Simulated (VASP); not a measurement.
Output of a VASP run:

File OSZICAR:
```
       N       E                     dE             d eps       ncg     rms          rms(c)
DAV:   1     0.959355415064E+02    0.95936E+02   -0.75033E+03   443   0.128E+03
DAV:   2     0.118523845040E+01   -0.94750E+02   -0.87356E+02   502   0.281E+02
DAV:   3    -0.679067560652E+01   -0.79759E+01   -0.79201E+01   524   0.817E+01
DAV:   4    -0.695189645395E+01   -0.16122E+00   -0.16107E+00   523   0.127E+01
DAV:   5    -0.695561996227E+01   -0.37235E-02   -0.37233E-02   566   0.192E+00    0.216E+00
DAV:   6    -0.676941295855E+01    0.18621E+00   -0.37099E-01   506   0.419E+00    0.164E+00
DAV:   7    -0.675782077014E+01    0.11592E-01   -0.90827E-02   553   0.208E+00    0.110E+00
DAV:   8    -0.676325122560E+01   -0.54305E-02   -0.93384E-03   455   0.106E+00    0.251E-01
DAV:   9    -0.676318824354E+01    0.62982E-04   -0.18641E-04   548   0.137E-01    0.130E-01
DAV:  10    -0.676332015770E+01   -0.13191E-03   -0.28264E-04   464   0.162E-01    0.465E-02
DAV:  11    -0.676331303361E+01    0.71241E-05   -0.19006E-05   515   0.467E-02    0.732E-03
DAV:  12    -0.676331350127E+01   -0.46766E-06   -0.13201E-06   464   0.135E-02
   1 F= -.72074554E+01 E0= -.72074554E+01  d E =-.720746E+01
```

**OUTCAR**
```
------------------------ aborting loop because EDIFF is reached ----------------------------------------
 Edisp (eV)   -0.44414
  FORCE on cell =-STRESS in cart. coord.  units (eV):
  Direction    XX          YY          ZZ          XY          YZ          ZX
  --------------------------------------------------------------------------------------
  Total      -0.00574    -0.00574    -0.00574     0.00000     0.00000     0.00000
  in kB      -0.21191    -0.21191    -0.21191     0.00000     0.00000     0.00000
  external pressure =       -0.21 kB  Pullay stress =        0.00 kB
  volume of cell :       43.38
      direct lattice vectors                 reciprocal lattice vectors
     0.000000000  2.788890853  2.788890853    -0.179282742  0.179282742  0.179282742
     2.788890853  0.000000000  2.788890853     0.179282742 -0.179282742  0.179282742
     2.788890853  2.788890853  0.000000000     0.179282742  0.179282742 -0.179282742
  FREE ENERGIE OF THE ION-ELECTRON SYSTEM (eV)
  ---------------------------------------------------
  free  energy   TOTEN  =        -7.2074554289 eV

  energy  without entropy=       -7.2074554289  energy(sigma->0) =       -7.20745543

 reached required accuracy - stopping structural energy minimisation
```
(Selected blocks of OUTCAR.)

### POSCAR
```
NaCl
1
    0.0000000000     2.7888908534     2.7888908534
    2.7888908534     0.0000000000     2.7888908534
    2.7888908534     2.7888908534     0.0000000000
Na Cl
1 1
Direct
  0.0000000000   0.0000000000   0.0000000000
  0.5000000000   0.5000000000   0.5000000000
```

### Question
Reconstruct the remaining input files.

### Answer
This is not unique; one that fits is the input of the run itself, PBE GGA with D3 dispersion (Becke-Johnson damping), plane waves, VASP's PBE PAW potentials (set 64).

File KPOINTS:
```
Automatic mesh
0
Gamma
7 7 7
0 0 0
```

**INCAR**
```
EDIFFG = -0.01   ! ionic stop
LCHARG = .FALSE.
LREAL = .FALSE.
SYSTEM = NaCl
SIGMA = 0.05   ! width (eV)
ENCUT = 520   ! plane-wave cut-off (eV)
ISMEAR = 0   ! Gaussian
ALGO = Normal   ! blocked Davidson
EDIFF = 1E-6   ! SCF stop (eV)
IBRION = 2   ! conjugate gradients
PREC = Accurate
NELM = 100
LASPH = .TRUE.
GGA = PE   ! PBE
NSW = 60
LWAVE = .FALSE.
ISIF = 3
IVDW = 12   ! D3, Becke-Johnson
```

POTCAR, in this order: Na_pv Cl (PBE.64 set). Program: vasp_std.

The compound is NaCl in the rock salt structure. It was relaxed first. The start is the result of an earlier pass.
